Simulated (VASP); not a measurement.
These are MS2 meta-GGA, VASP's PBE PAW potentials (set 64) (plane waves; VASP 6.6.1) values and carry that method's errors.

The input files of a VASP run:

### POSCAR
```
GaP
3.842810
  0.0000000000   0.7071067303   0.7071067303
  0.7071067303   0.0000000000   0.7071067303
  0.7071067303   0.7071067303   0.0000000000
Ga P
1 1
Cart
  0.0000000000   0.0000000000   0.0000000000
  0.3535533651   0.3535533651   0.3535533651
```

### INCAR
```
ALGO=Normal
EDIFF=1E-7
ENCUT=520
ISIF=2
ISMEAR=-5
LASPH=.TRUE.
LCHARG=.FALSE.
LMAXMIX=4
LMIXTAU=.TRUE.
LORBIT=11
LREAL=.FALSE.
LWAVE=.FALSE.
METAGGA=MS2
NEDOS=601
NELM=100
PREC=Accurate
SYSTEM=GaP
```

File KPOINTS_OPT:
```
k-points along high-symmetry lines
10
Line-mode
Reciprocal
  0.000000   0.000000   0.000000 ! GAMMA
 -0.500000  -0.500000   0.000000 ! X

 -0.500000  -0.500000   0.000000 ! X
 -0.375000  -0.375000   0.250000 ! U

 -0.375000  -0.000000   0.375000 ! K
  0.000000   0.000000   0.000000 ! GAMMA

  0.000000   0.000000   0.000000 ! GAMMA
 -0.000000   0.000000   0.500000 ! L

 -0.000000   0.000000   0.500000 ! L
 -0.500000  -0.250000   0.250000 ! W

 -0.500000  -0.250000   0.250000 ! W
 -0.500000  -0.500000   0.000000 ! X
```

File KPOINTS:
```
Automatic mesh
0
Gamma
9 9 9
0 0 0
```

POTCAR, in this order: Ga_d P (PBE.64 set). Program: vasp_std.

Estimate the energy per atom (σ→0), band gap (over mesh and band path).

```json
{
 "energy per atom (σ→0)": "-7.495 eV/atom",
 "band gap (over mesh and band path)": "1.87 eV"
}
```

**OSZICAR**
```
...
DAV:  17    -0.149903641167E+02   -0.10330E-04   -0.79768E-06   955   0.597E-02    0.666E-03
DAV:  18    -0.149903733281E+02   -0.92114E-05   -0.28677E-06   930   0.257E-02    0.146E-03
DAV:  19    -0.149903756935E+02   -0.23654E-05   -0.15352E-07   885   0.757E-03    0.738E-04
DAV:  20    -0.149903797017E+02   -0.40083E-05   -0.59383E-08   630   0.327E-03    0.487E-04
DAV:  21    -0.149903797389E+02   -0.37150E-07   -0.29898E-08   475   0.337E-03
   1 F= -.14990380E+02 E0= -.14990380E+02  d E =0.000000E+00
       N       E                     dE             ncg
       N       E                     dE             ncg
```

The compound is GaP in the zinc blende structure. It was relaxed first.
